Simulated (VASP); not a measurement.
These are vdW-DF2, VASP's PBE PAW potentials (set 64) (plane waves; VASP 6.6.1) values and carry that method's errors.

The input files of a VASP run:

### KPOINTS
```
Automatic mesh
0
Gamma
8 8 8
0 0 0
```

### POSCAR
```
Si
1
    0.0000000000     2.7130934708     2.7130934708
    2.7130934708     0.0000000000     2.7130934708
    2.7130934708     2.7130934708     0.0000000000
Si
2
Direct
  0.0000000000   0.0000000000   0.0000000000
  0.2500000000   0.2500000000   0.2500000000
```

**INCAR**
```
! general
SYSTEM   = Si
PREC     = Accurate
ENCUT    = 520
LREAL    = .FALSE.   ! projection in real space or not
LASPH    = .TRUE.   ! aspherical one-centre terms

! electronic loop
EDIFF    = 1E-7
NELM     = 100   ! most electronic steps
ALGO     = Normal   ! blocked Davidson

! smearing
ISMEAR   = 0   ! Gaussian
SIGMA    = 0.05

! functional
GGA      = ML
LUSE_VDW = .TRUE.
AGGAC    = 0.0
ZAB_VDW  = -1.8867

! ions
ISIF     = 2

! output
LWAVE    = .FALSE.
LCHARG   = .FALSE.
```

POTCAR, in this order: Si (PBE.64 set). Program: vasp_std.

Q: What will the output report for the number of irreducible k-points (NKPTS), largest plane-wave count, number of space-group operations, FFT grid (NGX, NGY, NGZ)?

A: 
* **number of irreducible k-points (NKPTS)**: 29
* **largest plane-wave count**: 1090
* **number of space-group operations**: 48
* **FFT grid (NGX, NGY, NGZ)**: 30 × 30 × 30

The compound is Si in the diamond structure. This cell is one point of a volume scan, at 0.94 of the reference volume.
